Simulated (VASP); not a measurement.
Given:

```
CELL_PARAMETERS angstrom
     -1.64307     1.64307     1.64307
      1.64307    -1.64307     1.64307
      1.64307     1.64307    -1.64307
ATOMIC_POSITIONS crystal
  Ta 0.00000 0.00000 0.00000
```

Computed with PBE GGA, VASP's PBE PAW potentials (set 64) (plane waves; VASP 6.6.1). Settings: 520 eV cut-off, 15×15×15 Γ-centred mesh, first-order Methfessel-Paxton smearing of 0.10 eV, potentials Ta_pv.

### Question
The job: Ta (bcc), 1 atom, PBE, static run, 520 eV, 15×15×15 Γ-centred mesh. Roughly how much core time does it take on a busy server core?

### Answer
About 10 core-seconds (one run on a shared machine, a rough figure). It had 120 irreducible k-points, 9 bands, up to 488 plane waves and 11 electronic steps.

The compound is Ta in the bcc structure. This cell is one point of a volume scan, at 0.97 of the reference volume.
